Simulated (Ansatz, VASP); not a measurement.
# Cross-check of PmTe between VASP and Ansatz, part 2 of 2

One calculation is typed for both programs; each brings its own data sets and cutoff. How far apart do they land? The cell is invented: As first built, before any earlier steps moved the atoms (in the runner's words): it takes the PmS structure with some of its atoms replaced by other elements, volume scaled by an estimate. It may not be a known or stable phase. The cell is taken from a series of VASP runs on this material, whose earlier steps may have relaxed, scaled or displaced it; both programs get it as it stands.

VASP 6.6.1 and Ansatz 0.2.0.

So far: The starting structure; Ansatz: relaxation of cell and atoms, PBEsol.

In doubt: a part-filled 4f shell, where there is one, can sit in one of many states, so energies may not be the lowest and differences between runs may mislead; derivatives with an open 4f shell can jump between states, which bears on forces and vibrations.

## Step 3: VASP: relaxation of cell and atoms, PBEsol

Level of this step: PBEsol, spin-polarised from a ferromagnetic start (one magnetic atom a cell); plane waves and PAW (Pm, Te); invented cell (VASP).

The same cell, functional, mesh and smearing now go to VASP, with its own data sets and cutoff.

Lines of VASP's logs that name or quote its potential files are left out, and so is its time.

Contents of INCAR:

```
SYSTEM = PmTe
PREC = Accurate
ENCUT = 450
EDIFF = 1E-06
NELM = 100
ISMEAR = 0
SIGMA = 0.05
LREAL = .FALSE.
ALGO = Normal
GGA = PS
ISPIN = 2
MAGMOM = 4 0
LMAXMIX = 6
LORBIT = 11
LWAVE = .FALSE.
LCHARG = .FALSE.
IBRION = 2
NSW = 60
ISIF = 3
EDIFFG = -0.01
```

Contents of POSCAR:

```
PmTe
1.0
    0.0000000000      3.1564414157      3.1564414157
    3.1564414157      0.0000000000      3.1564414157
    3.1564414157      3.1564414157      0.0000000000
Pm Te
1 1
Direct
    0.0000000000      0.0000000000      0.0000000000
    0.5000000000      0.5000000000      0.5000000000
```

Contents of KPOINTS:

```
Automatic mesh
0
Gamma
7 7 7
0 0 0
```

The projector-augmented-wave data sets are Pm and Te (PBE family, release 64).

The run is started by

```console
$ mpirun -np 1 vasp_std
```

Numbers of over 12 decimals in the logs are rounded to 6 here.

Log:

```text
[banner, memory and clock lines left out]
running    1 mpi-ranks, on    1 nodes
 distrk:  each k-point on    1 cores,    1 groups
 distr:  one band on    1 cores,    1 groups

 POSCAR found type information on POSCAR PmTe
 POSCAR found :  2 types and       2 ions
|                                                                             |
|               ----> ADVICE to this user running VASP <----                  |
|                                                                             |
|     You enforced a specific xc type in the INCAR file but a different       |
|     [... a line on the potential file left out ...]
|     I HOPE YOU KNOW WHAT YOU ARE DOING!                                     |
|                                                                             |

 LDA part: xc-table for (Slater+PW92), standard interpolation
 POSCAR, INCAR and KPOINTS ok, starting setup
 FFT: planning ... GRIDC
 FFT: planning ... GRID_SOFT
 FFT: planning ... GRID
 WAVECAR not read
 entering main loop
       N       E                     dE             d eps       ncg     rms          rms(c)
DAV:   1     0.156736977777E+03    0.15674E+03   -0.77741E+03  1280   0.152E+03
DAV:   2     0.551371355409E+01   -0.15122E+03   -0.14333E+03  1640   0.251E+02
DAV:   3    -0.125307653026E+02   -0.18044E+02   -0.17847E+02  1976   0.113E+02
DAV:   4    -0.132549113733E+02   -0.72415E+00   -0.72146E+00  1960   0.207E+01
DAV:   5    -0.132989821367E+02   -0.44071E-01   -0.44017E-01  1920   0.438E+00    0.288E+01
DAV:   6    -0.157795165759E+02   -0.24805E+01   -0.89401E+00  1776   0.328E+01    0.155E+01
DAV:   7    -0.151178079790E+02    0.66171E+00   -0.11427E+01  2096   0.371E+01    0.152E+01
DAV:   8    -0.147658386535E+02    0.35197E+00   -0.44582E+00  2048   0.171E+01    0.761E+00
DAV:   9    -0.147918537793E+02   -0.26015E-01   -0.84805E-01  2104   0.787E+00    0.332E+00
DAV:  10    -0.147309154610E+02    0.60938E-01   -0.17846E-01  1960   0.344E+00    0.101E+00
DAV:  11    -0.147326034500E+02   -0.16880E-02   -0.77490E-02  2200   0.186E+00    0.809E-01
DAV:  12    -0.147419946156E+02   -0.93912E-02   -0.19494E-02  2040   0.111E+00    0.484E-01
DAV:  13    -0.147396307870E+02    0.23638E-02   -0.21442E-03  2040   0.303E-01    0.292E-01
DAV:  14    -0.147396055612E+02    0.25226E-04   -0.89291E-04  1984   0.255E-01    0.112E-01
DAV:  15    -0.147395866368E+02    0.18924E-04   -0.20738E-04  2200   0.136E-01    0.465E-02
DAV:  16    -0.147395825995E+02    0.40373E-05   -0.31822E-05  1984   0.448E-02    0.249E-02
DAV:  17    -0.147395788294E+02    0.37701E-05   -0.11885E-05  1688   0.314E-02    0.735E-03
DAV:  18    -0.147395783821E+02    0.44727E-06   -0.18948E-06  1048   0.139E-02
   1 F= -.14739578E+02 E0= -.14731139E+02  d E =-.147396E+02  mag=     4.8569
 curvature:   0.00 expect dE= 0.000E+00 dE for cont linesearch  0.000E+00
 trial: gam= 0.00000 g(F)=  0.751E-60 g(S)=  0.266E-05 ort = 0.000E+00 (trialstep = 0.100E+01)
 search vector abs. value=  0.266E-05
 reached required accuracy - stopping structural energy minimisation
```

OUTCAR, selected parts (step 3):

```text
ion  position               nearest neighbor table
   1  0.000  0.000  0.000-   2 3.16   2 3.16   2 3.16   2 3.16   2 3.16   2 3.16
   2  0.500  0.500  0.500-   1 3.16   1 3.16   1 3.16   1 3.16   1 3.16   1 3.16

  LATTYP: Found a face centered cubic cell.
 ALAT       =     6.3128828314

 Subroutine GETGRP returns: Found 48 space group operations
 (whereof 48 operations were pure point group operations)

The static configuration has the point symmetry O_h .

 Found     20 irreducible k-points:

   k-points           NKPTS =     20   k-points in BZ     NKDIM =     20   number of bands    NBANDS=     16

   dimension x,y,z NGX =    32 NGY =   32 NGZ =   32
   dimension x,y,z NGXF=    64 NGYF=   64 NGZF=   64

   ENCUT  =  450.0 eV  33.07 Ry    5.75 a.u.   7.72  7.72  7.72*2*pi/ulx,y,z

   NELECT =      21.0000    total number of electrons

 k-points in reciprocal lattice and weights: Automatic mesh
   0.00000000  0.00000000  0.00000000       0.003
   0.14285714  0.00000000  0.00000000       0.023
   0.28571429  0.00000000  0.00000000       0.023
   0.42857143  0.00000000  0.00000000       0.023
   0.14285714  0.14285714  0.00000000       0.017
   0.28571429  0.14285714  0.00000000       0.070
   0.42857143  0.14285714  0.00000000       0.070
  -0.42857143  0.14285714  0.00000000       0.070
  -0.28571429  0.14285714  0.00000000       0.070
[...]
-0.42857143  0.42857143  0.14285714       0.070
  -0.28571429  0.42857143  0.14285714       0.070

 average (electrostatic) potential at core
       1 -75.1293       2 -87.4643

 E-fermi :   6.9553

 spin component 1
 k-point     1 :       0.0000    0.0000    0.0000
  band No.  band energies     occupation
    ...
      8       5.0159      1.00000
      9       6.7823      1.00000
     10       6.7823      1.00000
     11       6.7824      1.00000
     12       6.9077      0.91086
     13       7.4678      0.00000
     14       7.5126      0.00000
     15       7.5128      0.00000
     16       7.5128      0.00000

 k-point     2 :       0.1429    0.0000    0.0000
  band No.  band energies     occupation
    ...
      8       4.6298      1.00000
      9       6.7343      1.00000
     10       6.7343      1.00000
     11       6.7833      1.00000
     12       6.8265      0.99986
     13       7.0883      0.00008
     14       7.1335      0.00000
     15       7.1335      0.00000
     16       7.8566      0.00000

 k-point     3 :       0.2857    0.0000    0.0000
  band No.  band energies     occupation
    ...
      8       3.9880      1.00000
      9       6.6797      1.00000
     10       6.6797      1.00000
     11       6.7618      1.00000
     12       6.7861      1.00000
     13       6.9905      0.15996
     14       6.9905      0.15993
     15       7.0503      0.00360
     16       8.3331      0.00000

 k-point     4 :       0.4286    0.0000    0.0000
  band No.  band energies     occupation
    ...
     10       6.6559      1.00000
     11       6.7853      1.00000
     12       6.7881      1.00000
     13       6.9511      0.54772
     14       6.9511      0.54766
     15       7.0606      0.00145
     16       9.1103      0.00000

 k-point     5 :       0.1429    0.1429    0.0000
  band No.  band energies     occupation
    ...
      8       4.7789      1.00000
      9       6.7463      1.00000
     10       6.7467      1.00000
     11       6.7467      1.00000
     12       6.7549      1.00000
     13       7.0639      0.00107
     14       7.1896      0.00000
     15       7.1896      0.00000
     16       7.2333      0.00000

 k-point     6 :       0.2857    0.1429    0.0000
  band No.  band energies     occupation
    ...
      8       4.3701      1.00000
      9       6.6170      1.00000
     10       6.6985      1.00000
     11       6.7482      1.00000
     12       6.7692      1.00000
     13       6.9787      0.25429
     14       7.0624      0.00122
     15       7.0668      0.00081
     16       7.5143      0.00000

  Total       -0.0060596     -0.0060596     -0.0060596      0.0000000     -0.0000000      0.0000000
  in kB       -0.1543588     -0.1543588     -0.1543588      0.0000000     -0.0000000      0.0000000
  external PRESSURE =      -0.1543588 kB  Pullay stress =       0.0000000 kB

  energy-cutoff  :      450.00
  volume of cell :       62.90
      direct lattice vectors                 reciprocal lattice vectors
     0.000000000  3.156441416  3.156441416    -0.158406235  0.158406235  0.158406235
     3.156441416  0.000000000  3.156441416     0.158406235 -0.158406235  0.158406235
     3.156441416  3.156441416  0.000000000     0.158406235  0.158406235 -0.158406235

 POSITION                                       TOTAL-FORCE (eV/Angst)
 -----------------------------------------------------------------------------------
      0.00000      0.00000      0.00000         0.000000     -0.000000     -0.000000
      3.15644      3.15644      3.15644        -0.000000      0.000000      0.000000
 -----------------------------------------------------------------------------------
    total drift:                                0.000000     -0.000000     -0.000000

  FREE ENERGIE OF THE ION-ELECTRON SYSTEM (eV)
  ---------------------------------------------------
  free  energy   TOTEN  =       -14.7395783821 eV

  energy  without entropy=      -14.7226996251  energy(sigma->0) =      -14.73113900

 reached required accuracy - stopping structural energy minimisation

 total charge
# of ion       s       p       d       f       tot
--------------------------------------------------
    1        1.994   5.547   0.396   4.485  12.422
    2        1.342   2.140   0.027   0.000   3.508
--------------------------------------------------
tot          3.335   7.687   0.423   4.485  15.930

 magnetization (x)
# of ion       s       p       d       f       tot
--------------------------------------------------
    1       -0.014   0.003   0.084   4.442   4.514
    2       -0.008  -0.062   0.013   0.000  -0.056
--------------------------------------------------
tot         -0.022  -0.059   0.097   4.442   4.458

[... 6 further parts left out ...]
```

CONTCAR:

```
PmTe
   1.00000000000000
     0.0000000000000000    3.1564414156999998    3.1564414156999998
     3.1564414156999998    0.0000000000000000    3.1564414156999998
     3.1564414156999998    3.1564414156999998    0.0000000000000000
  Pm              Te
     1     1
Direct
     0.0000000000000000    0.0000000000000000    0.0000000000000000
     0.5000000000000000    0.5000000000000000    0.5000000000000000
```

Without U or exact exchange, f electrons of an open shell come out too delocalised.

## Step 4: Comparison

Known differences besides the potentials themselves: both relaxations stop at a tolerance, which leaves soft axes loose, and VASP keeps its plane-wave basis; the data sets hold 31 valence electrons in Ansatz (default PAW (the set named soft_2) files) and 21 in VASP; the cutoff is 590 eV in Ansatz and 450 eV in VASP; Ansatz makes its cores anew for this functional, VASP keeps those of its PBE data sets; VASP leaves aspherical gradient terms in its spheres out (LASPH is not set), Ansatz keeps them; Ansatz adds a Pulay correction to the stress that steers its cell, VASP none; site moments are counted in spheres of each program's own size. Total energies have different zeros and are not compared.

The two programs side by side:

| quantity | Ansatz | VASP | difference |
| --- | --- | --- | --- |
| volume (Å³) | 63.37 | 62.90 | +0.75 % |
| edge a after relaxation, in the typed setting (Å) | 4.475 | 4.464 | +0.25 % |
| total moment (μB) | 4.86 | 4.86 | 0.00 |
| moment on Pm1 (μB) | 4.62 | 4.51 | +0.11 |
| moment on Te2 (μB) | -0.05 | -0.06 | +0.01 |

The walks stopped with 0.00 GPa left in Ansatz and -0.02 GPa in VASP; each walk ends within a tolerance, so the volume difference is uncertain by about these residues over the bulk modulus, most in soft cells.

## Step 5: Results

| Item | Value |
| --- | --- |
| difference in volume (relaxation of cell and atoms, PBEsol) | 0.75 % |

In words: The difference in volume is 0.75 % (relaxation of cell and atoms, PBEsol), within the 1.2 % picked in this series as the mark of a large difference, as far as the stopping tolerances let one tell. How closely two codes agree says nothing of how well the functional describes the real material.

[Lines on the potential files, build, host, timing and source positions are cut from VASP's logs without a mark.]

[Logs are printed without paths, hosts, clocks, repeated set-up lines and the standing remarks that a program may print on its own settings, such as how far it seeks lower states.]

[Hosts, paths, dates, database ids (printed as entryN), source tags and the programs' standing remarks are cut or masked in the printed files.]
